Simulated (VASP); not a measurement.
OSZICAR of a VASP run on In (bct):

OSZICAR:
```
...
DAV:   1    -0.317358104417E+01   -0.18758E+00   -0.52056E+00  5590   0.436E+01    0.264E+00
DAV:   2    -0.302046083094E+01    0.15312E+00   -0.33468E-01  5446   0.135E+01    0.109E+00
DAV:   3    -0.298830086299E+01    0.32160E-01   -0.68571E-02  6544   0.634E+00    0.445E-01
DAV:   4    -0.298554331359E+01    0.27575E-02   -0.50645E-03  5576   0.155E+00    0.140E-01
DAV:   5    -0.298558154506E+01   -0.38231E-04   -0.74029E-04  7204   0.327E-01    0.107E-01
DAV:   6    -0.298558696864E+01   -0.54236E-05   -0.11573E-05  5692   0.489E-02    0.472E-02
DAV:   7    -0.298558905326E+01   -0.20846E-05   -0.20508E-06  6072   0.287E-02    0.656E-03
DAV:   8    -0.298558906531E+01   -0.12046E-07   -0.15390E-07  3548   0.579E-03
   7 F= -.29855891E+01 E0= -.29856153E+01  d E =0.787024E-04
       N       E                     dE             d eps       ncg     rms          rms(c)
DAV:   1    -0.304305884739E+01   -0.57470E-01   -0.17376E+00 17024   0.251E+01    0.135E+00
DAV:   2    -0.299973887198E+01    0.43320E-01   -0.85520E-02 16664   0.670E+00    0.641E-01
DAV:   3    -0.298794761323E+01    0.11791E-01   -0.24474E-02 20332   0.390E+00    0.200E-01
DAV:   4    -0.298708265553E+01    0.86496E-03   -0.22263E-03 19464   0.103E+00    0.777E-02
DAV:   5    -0.298707499405E+01    0.76615E-05   -0.21671E-04 21236   0.248E-01    0.553E-02
DAV:   6    -0.298707615094E+01   -0.11569E-05   -0.87548E-06 16850   0.388E-02    0.368E-03
DAV:   7    -0.298707558845E+01    0.56249E-06   -0.17030E-06 20456   0.273E-02    0.306E-03
DAV:   8    -0.298707557100E+01    0.17444E-07   -0.28094E-08  8000   0.261E-03
   8 F= -.29870756E+01 E0= -.29871703E+01  d E =0.284173E-03
       N       E                     dE             d eps       ncg     rms          rms(c)
DAV:   1    -0.302155919166E+01   -0.34484E-01   -0.67955E-01 17714   0.969E+00    0.104E+00
DAV:   2    -0.299989440201E+01    0.21665E-01   -0.18188E-02 20572   0.275E+00    0.669E-01
DAV:   3    -0.298692841166E+01    0.12966E-01   -0.13319E-02 19280   0.372E+00    0.174E-01
DAV:   4    -0.298708020433E+01   -0.15179E-03   -0.18806E-03 16240   0.519E-01    0.204E-01
DAV:   5    -0.298707943107E+01    0.77326E-06   -0.65430E-05 22104   0.999E-02    0.774E-02
DAV:   6    -0.298707592549E+01    0.35056E-05   -0.74711E-06 16578   0.838E-02    0.585E-02
DAV:   7    -0.298707575870E+01    0.16679E-06   -0.10992E-06 21552   0.211E-02    0.246E-02
DAV:   8    -0.298707571126E+01    0.47444E-07   -0.92294E-09  7770   0.327E-03
   9 F= -.29870757E+01 E0= -.29871705E+01  d E =0.284243E-03
       N       E                     dE             d eps       ncg     rms          rms(c)
DAV:   1    -0.301030677751E+01   -0.23231E-01   -0.68237E-01 18362   0.973E+00    0.714E-01
DAV:   2    -0.299722359007E+01    0.13083E-01   -0.15379E-02 21624   0.246E+00    0.458E-01
DAV:   3    -0.298728918179E+01    0.99344E-02   -0.85651E-03 18124   0.294E+00    0.851E-02
DAV:   4    -0.298735126390E+01   -0.62082E-04   -0.13668E-03 16220   0.426E-01    0.102E-01
DAV:   5    -0.298718262114E+01    0.16864E-03   -0.73556E-05 23200   0.176E-01    0.137E-02
DAV:   6    -0.298716978007E+01    0.12841E-04   -0.38516E-06 16948   0.255E-02    0.125E-02
DAV:   7    -0.298716809938E+01    0.16807E-05   -0.13652E-07  9768   0.991E-03    0.654E-04
DAV:   8    -0.298716800288E+01    0.96501E-07   -0.52884E-08  8032   0.324E-03
  10 F= -.29871680E+01 E0= -.29872781E+01  d E =0.330439E-03
       N       E                     dE             d eps       ncg     rms          rms(c)
DAV:   1    -0.303018855673E+01   -0.43020E-01   -0.85219E-01 17336   0.106E+01    0.106E+00
DAV:   2    -0.300246673312E+01    0.27722E-01   -0.27973E-02 19642   0.305E+00    0.682E-01
DAV:   3    -0.298695956050E+01    0.15507E-01   -0.21660E-02 16942   0.371E+00    0.151E-01
DAV:   4    -0.298717459459E+01   -0.21503E-03   -0.25608E-03 15842   0.590E-01    0.189E-01
DAV:   5    -0.298716895982E+01    0.56348E-05   -0.88782E-05 22198   0.121E-01    0.116E-02
DAV:   6    -0.298716824993E+01    0.70989E-06   -0.31613E-06 16568   0.244E-02    0.328E-02
DAV:   7    -0.298716808906E+01    0.16087E-06   -0.40248E-07 16436   0.201E-02    0.633E-03
DAV:   8    -0.298716810176E+01   -0.12700E-07   -0.57384E-08  8362   0.991E-03
  11 F= -.29871681E+01 E0= -.29872782E+01  d E =0.330430E-03
       N       E                     dE             d eps       ncg     rms          rms(c)
DAV:   1    -0.300227013060E+01   -0.15102E-01   -0.62007E-01 17348   0.928E+00    0.714E-01
DAV:   2    -0.299182677893E+01    0.10443E-01   -0.14773E-02 19710   0.221E+00    0.458E-01
DAV:   3    -0.298682032799E+01    0.50065E-02   -0.10310E-02 17858   0.278E+00    0.905E-02
DAV:   4    -0.298696022102E+01   -0.13989E-03   -0.13453E-03 16300   0.428E-01    0.105E-01
DAV:   5    -0.298715130916E+01   -0.19109E-03   -0.87143E-05 20614   0.184E-01    0.164E-02
DAV:   6    -0.298716577735E+01   -0.14468E-04   -0.72369E-06 18380   0.310E-02    0.185E-02
DAV:   7    -0.298716979449E+01   -0.40171E-05   -0.41223E-07 16922   0.169E-02    0.263E-03
DAV:   8    -0.298716962908E+01    0.16541E-06   -0.25588E-08  8072   0.236E-03    0.271E-03
DAV:   9    -0.298716945809E+01    0.17099E-06   -0.58817E-09  7908   0.189E-03    0.107E-04
DAV:  10    -0.298716951353E+01   -0.55446E-07   -0.28404E-09  7780   0.831E-04
  12 F= -.29871695E+01 E0= -.29872794E+01  d E =0.329780E-03
       N       E                     dE             d eps       ncg     rms          rms(c)
DAV:   1    -0.303025831621E+01   -0.43089E-01   -0.82930E-01 17272   0.106E+01    0.106E+00
DAV:   2    -0.300247653949E+01    0.27782E-01   -0.27234E-02 19788   0.301E+00    0.683E-01
DAV:   3    -0.298696260271E+01    0.15514E-01   -0.21615E-02 17056   0.371E+00    0.152E-01
DAV:   4    -0.298717598855E+01   -0.21339E-03   -0.25370E-03 15876   0.584E-01    0.191E-01
DAV:   5    -0.298717037633E+01    0.56122E-05   -0.89723E-05 22202   0.120E-01    0.118E-02
DAV:   6    -0.298716978714E+01    0.58919E-06   -0.29636E-06 16678   0.234E-02    0.327E-02
DAV:   7    -0.298716962949E+01    0.15766E-06   -0.39265E-07 16398   0.201E-02    0.589E-03
DAV:   8    -0.298716964401E+01   -0.14529E-07   -0.54832E-08  8256   0.958E-03
  13 F= -.29871696E+01 E0= -.29872796E+01  d E =0.329753E-03
       N       E                     dE             d eps       ncg     rms          rms(c)
DAV:   1    -0.298584100535E+01    0.13286E-02   -0.15403E+00  5578   0.111E+01    0.488E-01
DAV:   2    -0.298665055628E+01   -0.80955E-03   -0.47805E-02  7112   0.306E+00    0.304E-01
DAV:   3    -0.298701116803E+01   -0.36061E-03   -0.61634E-03  5766   0.207E+00    0.179E-02
DAV:   4    -0.298715851649E+01   -0.14735E-03   -0.88864E-04  5364   0.337E-01    0.117E-02
DAV:   5    -0.298720063418E+01   -0.42118E-04   -0.28663E-05  6774   0.734E-02    0.242E-03
DAV:   6    -0.298720134771E+01   -0.71353E-06   -0.98010E-07  6058   0.127E-02    0.148E-03
DAV:   7    -0.298720299785E+01   -0.16501E-05   -0.31652E-07  4454   0.125E-02    0.508E-04
DAV:   8    -0.298720315872E+01   -0.16087E-06   -0.97920E-09  2768   0.192E-03    0.248E-04
DAV:   9    -0.298720336079E+01   -0.20207E-06   -0.21583E-09  2726   0.640E-04    0.443E-05
DAV:  10    -0.298720334938E+01    0.11404E-07   -0.55629E-10  2696   0.326E-04
  14 F= -.29872033E+01 E0= -.29872317E+01  d E =0.851487E-04
       N       E                     dE             d eps       ncg     rms          rms(c)
DAV:   1    -0.297707386199E+01    0.10129E-01   -0.47500E+00  5380   0.183E+01    0.915E-02
DAV:   2    -0.298725013128E+01   -0.10176E-01   -0.10383E-01  6848   0.402E+00    0.610E-02
DAV:   3    -0.298724022634E+01    0.99049E-05   -0.60879E-04  5694   0.325E-01    0.363E-02
DAV:   4    -0.298721336871E+01    0.26858E-04   -0.34248E-04  5530   0.379E-01    0.217E-02
DAV:   5    -0.298720323704E+01    0.10132E-04   -0.59387E-05  5454   0.170E-01    0.222E-03
DAV:   6    -0.298720333285E+01   -0.95814E-07   -0.18619E-06  6322   0.271E-02    0.142E-03
DAV:   7    -0.298720334429E+01   -0.11437E-07   -0.47295E-08  3052   0.367E-03
  15 F= -.29872033E+01 E0= -.29872317E+01  d E =0.851502E-04
       N       E                     dE             d eps       ncg     rms          rms(c)
DAV:   1    -0.298269774007E+01    0.45056E-02   -0.23866E+00  5366   0.128E+01    0.556E-02
DAV:   2    -0.298722667101E+01   -0.45289E-02   -0.46239E-02  6894   0.279E+00    0.394E-02
DAV:   3    -0.298721955284E+01    0.71182E-05   -0.25032E-04  5606   0.214E-01    0.230E-02
DAV:   4    -0.298720686942E+01    0.12683E-04   -0.15735E-04  5572   0.258E-01    0.149E-02
DAV:   5    -0.298720196366E+01    0.49058E-05   -0.17527E-05  5472   0.904E-02    0.301E-03
DAV:   6    -0.298720178306E+01    0.18060E-06   -0.66862E-07  6068   0.143E-02    0.417E-04
DAV:   7    -0.298720179673E+01   -0.13671E-07   -0.18979E-08  2742   0.239E-03
  16 F= -.29872018E+01 E0= -.29872302E+01  d E =0.851482E-04
       N       E                     dE             d eps       ncg     rms          rms(c)
DAV:   1    -0.297730476664E+01    0.98970E-02   -0.47630E+00  5376   0.183E+01    0.104E-01
DAV:   2    -0.298719521622E+01   -0.98904E-02   -0.10069E-01  6648   0.395E+00    0.624E-02
DAV:   3    -0.298723187362E+01   -0.36657E-04   -0.96325E-04  5710   0.360E-01    0.380E-02
DAV:   4    -0.298720882497E+01    0.23049E-04   -0.28919E-04  5588   0.348E-01    0.182E-02
DAV:   5    -0.298720184064E+01    0.69843E-05   -0.30839E-05  5478   0.119E-01    0.321E-03
DAV:   6    -0.298720174472E+01    0.95920E-07   -0.10489E-06  7222   0.117E-02    0.111E-03
DAV:   7    -0.298720179059E+01   -0.45873E-07   -0.24815E-08  2732   0.320E-03
  17 F= -.29872018E+01 E0= -.29872302E+01  d E =0.851505E-04
```

Problem. Which electronic solver shows in the log?

Solution. It is blocked Davidson (ALGO = Normal, or the opening steps of other solvers). The INCAR had ALGO = Normal.

Problem. Can the final energy be trusted as converged?

Solution. The calculation finished and met its thresholds. It stopped with EDIFF = 1E-7, NELM = 100 (PBEsol GGA, plane waves, VASP's PBE PAW potentials (set 64)).

The compound is In in the bct structure. It was relaxed first.
